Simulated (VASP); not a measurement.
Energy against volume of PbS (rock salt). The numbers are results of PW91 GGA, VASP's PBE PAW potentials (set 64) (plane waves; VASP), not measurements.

```json
[
 {"V (Å³/atom)": "25.414", "E (eV/atom)": "-4.39655"},
 {"V (Å³/atom)": "26.225", "E (eV/atom)": "-4.41113"},
 {"V (Å³/atom)": "27.036", "E (eV/atom)": "-4.41599"},
 {"V (Å³/atom)": "27.847", "E (eV/atom)": "-4.41261"},
 {"V (Å³/atom)": "28.659", "E (eV/atom)": "-4.40221"}
]
```

### Question
Fit a third-order Birch-Murnaghan equation of state.

### Answer

| Quantity | Result |
|---|---|
| volume per atom | 27.09 Å³/atom |
| bulk modulus | 53.8 GPa |
| pressure derivative of the bulk modulus | 4.41 |
| lattice constant a | 6.006 Å |

Measured: a 5.914 Å at 120 K (computed value off by +1.6 %), as given by Noda, Masumoto, Ohba, Saito, Toriumi, Iwata, Shibuya, Acta Cryst. C 43, 1443 (1987), by a structure database's card. The calculation is for a static lattice, while the measured a holds thermal and zero-point effects, which are part of the difference.

The compound is PbS in the rock salt structure. It was relaxed first.
